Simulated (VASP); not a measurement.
Input:

```
TiO2
1.0
   -1.90147     1.90147     4.85247
    1.90147    -1.90147     4.85247
    1.90147     1.90147    -4.85247
Ti O
2 4
Direct
  0.75000   0.25000   0.50000
  0.00000   0.00000   0.00000
  0.54347   0.04347   0.50000
  0.79347   0.79347   0.00000
  0.20653   0.20653   0.00000
  0.95653   0.45653   0.50000
```

Level of theory: PBE GGA with spin-orbit coupling, VASP's PBE PAW potentials (set 64) (plane waves; VASP). Run with 520 eV cut-off, 7×7×7 Γ-centred mesh, Gaussian smearing of 0.050 eV, potentials Ti_sv O.

Estimate the energy per atom (σ→0), band gap (over mesh and band path) with the smallest direct gap where there is one.

```yaml
band gap (over mesh and band path): 2.09 eV
smallest direct gap (over mesh and band path): 2.40 eV
energy per atom (σ→0): -8979 meV/atom
```

The compound is TiO2 in the anatase structure, one of several forms; rutile is the usual stable one. It was relaxed first.
